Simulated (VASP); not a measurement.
Consider the following.

```xyz
4
Lattice="1.2133 -2.1015 0.0000 1.2133 2.1015 0.0000 0.0000 0.0000 5.5290" Properties=species:S:1:pos:R:3 pbc="T T T"
C      0.0000     0.0000     1.3822
C      0.0000     0.0000     4.1467
C      1.2133     0.7005     1.3822
C      1.2133    -0.7005     4.1467
```

Calculation: PBEsol GGA, VASP's PBE PAW potentials (set 64) (plane waves; VASP). Numerical set-up: 620 eV cut-off, 10×10×4 Γ-centred mesh, Gaussian smearing of 0.050 eV, potentials C.

Energy and stress use the plane-wave basis of the starting cell. Without a dispersion term in the relaxation, distances and binding between the weakly bound layers, chains or molecules are unreliable, and so is what depends on them.

### Question
The ions, cell shape and volume at an external pressure of 30.0 GPa are relaxed. Which structure does the run end with?

### Answer

```xyz
4
Lattice="1.2070 -2.0906 0.0000 1.2070 2.0906 0.0000 0.0000 0.0000 5.3087" Properties=species:S:1:pos:R:3 pbc="T T T"
C      0.0000     0.0000     1.3272
C      0.0000     0.0000     3.9815
C      1.2070     0.6969     1.3272
C      1.2070    -0.6969     3.9815
```
Space group P6_3/mmc (194), at a tolerance of 0.03 Å.

### Question
How do energy and volume change from the first to the last step?

### Answer
The energy (σ→0) changes by +54.2 meV/atom and the volume by -5.0 %, in 5 ionic steps.

The compound is C in the graphite structure. This run relaxes it under an external pressure of 30 GPa. Symmetry was kept, so distortions that lower it aren't found.
